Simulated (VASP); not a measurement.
# CaZr2N2 (P-3m1) in VASP: further runs

Aim: see how the results for CaZr2N2 move with the level of theory and the settings. Levels: PBE, r2SCAN. Tasks: relaxation of cell and atoms, single point.

Program: VASP 6.6.1. These are calculated values, not measurements. Logs are shortened: lines on timing, memory, paths and dates and some standing lists are left out, and cuts for length are marked.

## Step 1: The crystal as given

Symmetry: P-3m1, No. 164, trigonal system. Conventional cell: a = 3.352 Å, b = 3.352 Å, c = 8.162 Å, α = 90.00°, β = 90.00°, γ = 120.00°. Ca (site symmetry -3m) has 6 N at 2.53 Å as nearest neighbours. Zr (site symmetry 3m) has 3 N at 2.19 Å as nearest neighbours. N (site symmetry 3m) is surrounded by 3 Zr at 2.19 Å.

The cell was built by a generator and needn't be a form met in nature.

## Step 2: Relaxation of cell and atoms, PBE

INCAR reads:

```
SYSTEM = CaZr2N2
  ALGO = Normal
  EDIFF = 1E-6
  EDIFFG = -0.01
  ENCUT = 520
  GGA = PE
  IBRION = 2
  ISIF = 3
  ISMEAR = 0
  KPAR = 4
  LASPH = .TRUE.
  LCHARG = .FALSE.
  LREAL = .FALSE.
  LWAVE = .FALSE.
  NELM = 120
  NSW = 90
  PREC = Accurate
  SIGMA = 0.1
```

KPOINTS reads:

```
k-points
0
G
  10 10 4
  0 0 0
```

POSCAR reads:

```
CaZr2N2
1.0
    3.3520358700      0.0000000000      0.0000000000
   -1.6760179400      2.9029482200      0.0000000000
    0.0000000000      0.0000000000      8.1620000000
Ca Zr N
1 2 2
Direct
    0.0000000000      0.0000000000      0.0000000000
    0.3333333300      0.6666666700      0.6745895600
    0.6666666700      0.3333333300      0.3254104400
    0.6666666700      0.3333333300      0.8007841200
    0.3333333300      0.6666666700      0.1992158800
```

Potentials or basis: VASP PAW PBE potentials, release 64 (Ca_sv, Zr_sv, N).

The run is started by

```bash
$ cat potpaw_PBE.64/Ca_sv/POTCAR potpaw_PBE.64/Zr_sv/POTCAR potpaw_PBE.64/N/POTCAR > POTCAR
$ mpirun -np 4 vasp_std > vasp.out
```

OUTCAR:

```text
SYSTEM = CaZr2N2
   EDIFF = 1E-6
   EDIFFG = -0.01
   ENCUT = 520
   GGA = PE
   IBRION = 2
   ISIF = 3
   ISMEAR = 0
   LASPH = .TRUE.
   LREAL = .FALSE.
   NELM = 120
   NSW = 90
   PREC = Accurate

 ion  position               nearest neighbor table
   1  0.000  0.000  0.000-   2 3.29   3 3.29   3 3.29   2 3.29   3 3.29   2 3.29
   2  0.333  0.667  0.675-   4 2.19   4 2.19   4 2.19   1 3.29   1 3.29   1 3.29   3 3.44   3 3.44
                             3 3.44
   3  0.667  0.333  0.325-   5 2.19   5 2.19   5 2.19   1 3.29   1 3.29   1 3.29   2 3.44   2 3.44
                             2 3.44
   4  0.667  0.333  0.801-   2 2.19   2 2.19   2 2.19
   5  0.333  0.667  0.199-   3 2.19   3 2.19   3 2.19

  LATTYP: Found a hexagonal cell.
 ALAT       =     3.3520358700
 C/A-ratio  =     2.4349381440

  Lattice vectors:

 A1 = (   3.3520358700,   0.0000000000,   0.0000000000)
 A2 = (  -1.6760179400,   2.9029482200,   0.0000000000)
 A3 = (   0.0000000000,   0.0000000000,   8.1620000000)

Analysis of symmetry for initial positions (statically):
=====================================================================
 Subroutine PRICEL returns:
 Original cell was already a primitive cell.

 Routine SETGRP: Setting up the symmetry group for a
 hexagonal supercell.

 Subroutine GETGRP returns: Found 12 space group operations
 (whereof 12 operations were pure point group operations)
 out of a pool of 24 trial point group operations.

The static configuration has the point symmetry D_3d.

Analysis of symmetry for dynamics (positions and initial velocities):
=====================================================================
 Subroutine PRICEL returns:
 Original cell was already a primitive cell.

 Routine SETGRP: Setting up the symmetry group for a
 hexagonal supercell.

 Subroutine GETGRP returns: Found 12 space group operations
 (whereof 12 operations were pure point group operations)
 out of a pool of 24 trial point group operations.

The dynamic configuration has the point symmetry D_3d.

 Subroutine INISYM returns: Found 12 space group operations
 (whereof 12 operations are pure point group operations),
 and found     1 'primitive' translations

----------------------------------------------------------------------------------------

                                     Primitive cell

  volume of cell :      79.4227

  direct lattice vectors                    reciprocal lattice vectors
     3.352035870  0.000000000  0.000000000     0.298326163  0.172238691  0.000000000
    -1.676017940  2.902948220  0.000000000     0.000000000  0.344477381  0.000000000
     0.000000000  0.000000000  8.162000000     0.000000000  0.000000000  0.122518990

  length of vectors
     3.352035870  3.352035874  8.162000000     0.344477381  0.344477381  0.122518990

  position of ions in fractional coordinates (direct lattice)
     0.000000000  0.000000000  0.000000000
     0.333333330  0.666666670  0.674589560
     0.666666670  0.333333330  0.325410440
     0.666666670  0.333333330  0.800784120
     0.333333330  0.666666670  0.199215880

  ion indices of the primitive-cell ions
   primitive index   ion index
                 1           1
                 2           2
                 3           3
                 4           4
                 5           5

----------------------------------------------------------------------------------------

 KPOINTS: k-points

Automatic generation of k-mesh.
 Grid dimensions read from file:
 generate k-points for:   10   10    4

 Generating k-lattice:

  Cartesian coordinates                     Fractional coordinates (reciprocal lattice)
     0.029832616  0.017223869  0.000000000     0.100000000  0.000000000  0.000000000
     0.000000000  0.034447738  0.000000000     0.000000000  0.100000000  0.000000000
     0.000000000  0.000000000  0.030629748     0.000000000  0.000000000  0.250000000

  Length of vectors
     0.034447738  0.034447738  0.030629748

  Shift w.r.t. Gamma in fractional coordinates (k-lattice)
     0.000000000  0.000000000  0.000000000

 Subroutine IBZKPT returns following result:
 ===========================================

 Found     50 irreducible k-points:

 Following reciprocal coordinates:
            Coordinates               Weight
  0.000000  0.000000  0.000000      1.000000
  0.100000  0.000000  0.000000      6.000000
  0.200000  0.000000  0.000000      6.000000
  0.300000 -0.000000  0.000000      6.000000
  0.400000 -0.000000  0.000000      6.000000
  0.500000  0.000000  0.000000      3.000000
[... 16 lines left out ...]
  0.000000  0.400000  0.250000      6.000000
  0.500000  0.000000  0.250000      6.000000
 [... further k-points ...]
   k-points           NKPTS =     50   k-points in BZ     NKDIM =     50   number of bands    NBANDS=     26
   number of dos      NEDOS =    301   number of ions     NIONS =      5
   total plane-waves  NPLWV =  50176
   dimension x,y,z NGX =    28 NGY =   28 NGZ =   64
[... 63 lines left out ...]
  free energy    TOTEN  =       -41.41998912 eV

  energy without entropy =      -41.39516771  energy(sigma->0) =      -41.40757842

------------------------ aborting loop because EDIFF is reached ----------------------------------------

  FORCE on cell =-STRESS in cart. coord.  units (eV):
  Direction    XX          YY          ZZ          XY          YZ          ZX
  --------------------------------------------------------------------------------------
  -------------------------------------------------------------------------------------
  Total        0.0756945      0.0756945      1.0126683     -0.0000000     -0.0000000      0.0000000
  in kB        1.5269702      1.5269702     20.4283478     -0.0000000     -0.0000000      0.0000000
  external PRESSURE =       7.8274294 kB  Pullay stress =       0.0000000 kB

 VOLUME and BASIS-vectors are now :
 -----------------------------------------------------------------------------
  energy-cutoff  :      520.00
  volume of cell :       79.42
      direct lattice vectors                 reciprocal lattice vectors
     3.352035870  0.000000000  0.000000000     0.298326163  0.172238691  0.000000000
    -1.676017940  2.902948220  0.000000000     0.000000000  0.344477381  0.000000000
     0.000000000  0.000000000  8.162000000     0.000000000  0.000000000  0.122518990
[... 274 lines left out ...]
 POSITION                                       TOTAL-FORCE (eV/Angst)
 -----------------------------------------------------------------------------------
     -1.67347      2.89853     -0.00000        -0.000000     -0.000000      0.000000
     -0.00000      1.93236      5.55037        -0.000000      0.000000     -0.021134
      1.67347      0.96618      2.68601         0.000000     -0.000000      0.021134
      1.67347      0.96618      6.59054        -0.000000      0.000000     -0.013853
     -0.00000      1.93236      1.64584         0.000000     -0.000000      0.013853
 -----------------------------------------------------------------------------------
    total drift:                                0.000000     -0.000000     -0.000000

  FREE ENERGIE OF THE ION-ELECTRON SYSTEM (eV)
  ---------------------------------------------------
  free  energy   TOTEN  =       -41.4253517241 eV

  energy  without entropy=      -41.3998538302  energy(sigma->0) =      -41.41260278

--------------------------------------- Ionic step        9  -------------------------------------------

 number of electron      44.0000001 magnetization

 Free energy of the ion-electron system (eV)
  ---------------------------------------------------
  ext. energy  EPLUGINS =         0.00000000
  ---------------------------------------------------
  free energy    TOTEN  =       -41.42541714 eV

  energy without entropy =      -41.40023443  energy(sigma->0) =      -41.41282579

 E-fermi :   7.8311     XC(G=0): -11.0740

 val. band max:        7.8231553990   @ k =   0.4000   0.2000   0.2500
 cond. band min:       7.8317137772   @ k =   0.4000   0.2000   0.5000
 fundamental gap:      0.0085583782
 Fermi energy:         7.8310995462

 k-point     1 :       0.0000    0.0000    0.0000
  band No.  band energies     occupation
      1     -41.2329      2.00000
      2     -41.2052      2.00000
      3     -32.4064      2.00000
      4     -19.4664      2.00000
      5     -19.2450      2.00000
      6     -19.0430      2.00000
[... 18 lines left out ...]
     25      10.1515      0.00000
     26      10.2479      0.00000
[... 644 lines left out ...]
      4     -19.6924      2.00000
      5     -19.6500      2.00000
      6     -19.2601      2.00000
[... 18 lines left out ...]
     25      10.5901      0.00000
     26      10.7200      0.00000

 [... further k-points ...]

------------------------ aborting loop because EDIFF is reached ----------------------------------------

  FORCE on cell =-STRESS in cart. coord.  units (eV):
  Direction    XX          YY          ZZ          XY          YZ          ZX
  --------------------------------------------------------------------------------------
  -------------------------------------------------------------------------------------
  Total        0.0076438      0.0076438      0.0468677     -0.0000000     -0.0000000      0.0000000
  in kB        0.1534023      0.1534023      0.9405843     -0.0000000     -0.0000000      0.0000000
  external PRESSURE =       0.4157963 kB  Pullay stress =       0.0000000 kB

 VOLUME and BASIS-vectors are now :
 -----------------------------------------------------------------------------
  energy-cutoff  :      520.00
  volume of cell :       79.83
      direct lattice vectors                 reciprocal lattice vectors
     3.346643144  0.000000000 -0.000000000     0.298806881  0.172516234  0.000000000
    -1.673321577  2.898277983 -0.000000000    -0.000000000  0.345032466  0.000000000
     0.000000000 -0.000000000  8.230697419     0.000000000  0.000000000  0.121496387

 POSITION                                       TOTAL-FORCE (eV/Angst)
 -----------------------------------------------------------------------------------
      0.00000      0.00000      0.00000        -0.000000      0.000000     -0.000000
     -0.00000      1.93219      5.54338         0.000000     -0.000000      0.007611
      1.67332      0.96609      2.68732        -0.000000      0.000000     -0.007611
      1.67332      0.96609      6.58434        -0.000000      0.000000     -0.007708
     -0.00000      1.93219      1.64636         0.000000     -0.000000      0.007708
 -----------------------------------------------------------------------------------
    total drift:                               -0.000000     -0.000000      0.000000

  FREE ENERGIE OF THE ION-ELECTRON SYSTEM (eV)
  ---------------------------------------------------
  free  energy   TOTEN  =       -41.4254171415 eV

  energy  without entropy=      -41.4002344310  energy(sigma->0) =      -41.41282579

 reached required accuracy - stopping structural energy minimisation
```

Wall time 2.6 min (4 MPI ranks of Intel Xeon Platinum 8488C (Sapphire Rapids), shared host); peak memory 0.28 GiB.

Results:

```
Free energy                            : -41.4254 eV
Relaxed volume                         : 15.97 Å³/atom
Relaxed cell                           : a = 3.347 Å, b = 3.347 Å, c = 8.231 Å, α = 90.00°, β = 90.00°, γ = 120.00°
Space group after relaxing (to 0.05 Å) : P-3m1 (No. 164)
Energy gained by relaxing              : 1.1 meV/atom
Ionic steps                            : 9
Pressure after relaxing                : 0.0 GPa
Largest force after relaxing           : 0.008 eV/Å
Band gap on the k mesh                 : none (metal or under the smearing width)
```

Forces on the atoms (eV/Å):
```
Ca   0.000  0.000  0.000
Zr   0.000  0.000  0.008
Zr   0.000  0.000 -0.008
N    0.000  0.000 -0.008
N    0.000  0.000  0.008
```

The path:
| step | energy change (eV) | largest force (eV/Å) | pressure (GPa) | volume (Å³) |
| --- | --- | --- | --- | --- |
| 1 | 0.0000 | 0.0903 | 0.78 | 79.42 |
| 2 | -0.0040 | 0.0690 | -0.77 | 80.32 |
| 3 | -0.0043 | 0.0648 | -0.46 | 80.13 |
| 4 | -0.0051 | 0.0482 | 0.19 | 79.84 |
| 5 | -0.0053 | 0.0347 | 0.02 | 79.93 |
| 6 | -0.0053 | 0.0329 | -0.03 | 79.94 |
| 7 | -0.0053 | 0.0336 | -0.03 | 79.93 |
| 8 | -0.0054 | 0.0211 | -0.03 | 79.90 |
| 9 | -0.0054 | 0.0077 | 0.04 | 79.83 |

Final structure:
```
Ca Zr N
1.0
     3.34664    0.00000    0.00000
    -1.67332    2.89828    0.00000
     0.00000    0.00000    8.23070
Ca Zr N
1 2 2
Direct
  0.00000 0.00000 0.00000
  0.33333 0.66667 0.67350
  0.66667 0.33333 0.32650
  0.66667 0.33333 0.79997
  0.33333 0.66667 0.20003
```

## Step 3: Relaxation of cell and atoms, PBE

This run uses another cell than the first one, of 15.97 Å³/atom, 1.005 times its volume.

Changes to INCAR since step 2:

```diff
@@ -2,4 +2,4 @@
   ALGO = Normal
-  EDIFF = 1E-6
-  EDIFFG = -0.01
+  EDIFF = 1E-7
+  EDIFFG = -0.005
   ENCUT = 520
@@ -15,3 +15,4 @@
   NELM = 120
-  NSW = 90
+  NSW = 60
+  POTIM = 0.3
   PREC = Accurate
```

KPOINTS is that of step 2.

POSCAR reads:

```
CaZr2N2                                 
1.0
    3.3466431445      0.0000000000     -0.0000000000
   -1.6733215772      2.8982779827     -0.0000000000
    0.0000000000     -0.0000000000      8.2306974186
  Ca              Zr              N             
     1     2     2
Direct
     0.0000000000000000    0.0000000000000000    0.0000000000000000
     0.3333333300000021    0.6666666699999979    0.6735002105848811
     0.6666666699999979    0.3333333300000021    0.3264997894151188
     0.6666666699999979    0.3333333300000021    0.7999736843868530
     0.3333333300000021    0.6666666699999979    0.2000263156131468
```

Potentials or basis: VASP PAW PBE potentials, release 64 (Ca_sv, Zr_sv, N).

The run is started by

```bash
$ cat potpaw_PBE.64/Ca_sv/POTCAR potpaw_PBE.64/Zr_sv/POTCAR potpaw_PBE.64/N/POTCAR > POTCAR
$ mpirun -np 4 vasp_std > vasp.out
```

It took 87 s on 4 MPI ranks of Intel Xeon Platinum 8488C (Sapphire Rapids), shared host; peak memory 0.28 GiB.

It converged, with:

```
Free energy                            : -41.4257 eV
Relaxed volume                         : 15.98 Å³/atom
Relaxed cell                           : a = 3.347 Å, b = 3.347 Å, c = 8.235 Å, α = 90.00°, β = 90.00°, γ = 120.00°
Space group after relaxing (to 0.05 Å) : P-3m1 (No. 164)
Energy gained by relaxing              : 0.0 meV/atom
Ionic steps                            : 4
Pressure after relaxing                : 0.0 GPa
Band gap on the k mesh                 : none (metal or under the smearing width)
```

Final structure:
```
Ca Zr N
1.0
     3.34675    0.00000    0.00000
    -1.67338    2.89837    0.00000
     0.00000    0.00000    8.23517
Ca Zr N
1 2 2
Direct
  0.00000 0.00000 0.00000
  0.33333 0.66667 0.67358
  0.66667 0.33333 0.32642
  0.66667 0.33333 0.79989
  0.33333 0.66667 0.20011
```

Levels at points of the mesh, in eV from the Fermi level:
| k point | band 19 | band 20 | band 21 | band 22 | band 23 | band 24 | band 25 | band 26 |
| --- | --- | --- | --- | --- | --- | --- | --- | --- |
| (0.00, 0.00, 0.00) | -3.76 | -3.76 | -2.29 | 1.25 | 1.25 | 1.80 | 2.32 | 2.41 |
| (0.50, 0.00, 0.00) | -3.45 | -3.40 | -1.32 | -0.59 | 0.14 | 1.42 | 2.78 | 3.15 |
| (0.00, 0.00, 0.50) | -3.68 | -3.68 | -1.88 | 1.04 | 1.49 | 1.49 | 1.96 | 1.96 |
| (0.50, 0.00, 0.50) | -3.60 | -3.31 | -1.23 | -0.35 | 0.15 | 0.79 | 2.75 | 2.81 |

## Step 4: Single point, r2SCAN

This run uses another cell than the first one, of 15.98 Å³/atom, 1.006 times its volume.

INCAR reads:

```
SYSTEM = CaZr2N2
  ALGO = Normal
  EDIFF = 1E-6
  ENCUT = 520
  ISIF = 2
  ISMEAR = 0
  KPAR = 4
  LASPH = .TRUE.
  LCHARG = .FALSE.
  LMIXTAU = .TRUE.
  LREAL = .FALSE.
  LWAVE = .FALSE.
  METAGGA = R2SCAN
  NBANDS = 30
  NELM = 150
  PREC = Accurate
  SIGMA = 0.1
```

KPOINTS is that of step 3.

POSCAR reads:

```
CaZr2N2                                 
1.0
    3.3467547407     -0.0000000000     -0.0000000000
   -1.6733773753      2.8983746279      0.0000000000
    0.0000000000      0.0000000000      8.2351745233
  Ca              Zr              N             
     1     2     2
Direct
     0.0000000000000000    0.0000000000000000    1.0000000000000000
     0.3333333300000021    0.6666666699999979    0.6735803517223583
     0.6666666699999979    0.3333333300000021    0.3264196482776416
     0.6666666699999979    0.3333333300000021    0.7998916104425501
     0.3333333300000021    0.6666666699999979    0.2001083895574499
```

The run is started by

```bash
$ cat potpaw_PBE.64/Ca_sv/POTCAR potpaw_PBE.64/Zr_sv/POTCAR potpaw_PBE.64/N/POTCAR > POTCAR
$ mpirun -np 4 vasp_std > vasp.out
```

Wall time 2.4 min (4 MPI ranks of Intel Xeon Platinum 8488C (Sapphire Rapids), shared host); peak memory 0.3 GiB.

Results (log left out):

| Item | Value |
| --- | --- |
| Free energy | -77.4911 eV |
| Pressure | -0.6 GPa |
| Largest force | 0.034 eV/Å |
| Band gap on the k mesh | none (metal or under the smearing width) |

Forces on the atoms (eV/Å):
```
Ca   0.000  0.000  0.000
Zr   0.000  0.000  0.020
Zr   0.000  0.000 -0.020
N    0.000  0.000  0.034
N    0.000  0.000 -0.034
```

Stress tensor (GPa, compression positive):
```
-0.64  0.00  0.00
 0.00 -0.64  0.00
 0.00  0.00 -0.56
```

Levels at points of the mesh, in eV from the Fermi level:
```tsv
k point	band 20	band 21	band 22	band 23	band 24	band 25
(0.00, 0.00, 0.00)	-4.09	-2.53	1.40	1.40	1.96	2.44
(0.50, 0.00, 0.00)	-3.73	-1.46	-0.59	0.08	1.50	2.96
(0.00, 0.00, 0.50)	-4.01	-2.12	1.19	1.65	1.65	2.12
(0.50, 0.00, 0.50)	-3.64	-1.39	-0.28	0.09	0.82	2.92
```

Caveat: the PAW data sets were made with another functional, which shifts forces and pressure a little.
